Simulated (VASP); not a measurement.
A convergence study with VASP on TiO₂ (rutile): one setting is varied, all else stays as given below, so the limit is that of these other settings. ε∞ is the independent-particle value.

```xyz
6
Lattice="4.5900 0.0000 0.0000 0.0000 4.5900 0.0000 0.0000 0.0000 2.9600" Properties=species:S:1:pos:R:3 pbc="T T T"
Ti     0.0000     0.0000     0.0000
Ti     2.2950     2.2950     1.4800
O      1.4000     1.4000     0.0000
O      3.6949     0.8951     1.4800
O      0.8951     3.6949     1.4800
O      3.1900     3.1900     0.0000
```

Level of theory: LDA (Ceperley-Alder, Perdew-Zunger), VASP's LDA PAW potentials (set 64) (plane waves; VASP). The tightest run used: 700 eV cut-off, 4×4×6 Γ-centred mesh, Gaussian smearing of 0.050 eV, potentials Ti_sv O.

Task: The settings run are NBANDS = 25; NBANDS = 26; NBANDS = 28; NBANDS = 32; NBANDS = 40; NBANDS = 56; NBANDS = 88; NBANDS = 152. From which on does the mean ε∞ stay within 0.3  of the tightest run?

Result: From NBANDS = 56 on: it is off by 0.08 there and by no more than 0.3 in any finer run, while NBANDS = 40 is off by 0.38.
```csv
setting,mean ε∞,bands,difference judged ()
NBANDS = 25,3.03,25,5.39
NBANDS = 26,4.19,26,4.23
NBANDS = 28,5.48,28,2.94
NBANDS = 32,7.09,32,1.33
NBANDS = 40,8.04,40,0.38
NBANDS = 56,8.34,56,0.08
NBANDS = 88,8.41,88,0.01
NBANDS = 152,8.42,152,0.00
```

Left out are rungs that failed or repeat a setting and relaxations that didn't move; long series are thinned to 24 rows.

The compound is TiO2 in the rutile structure. The cell was not relaxed at this level.
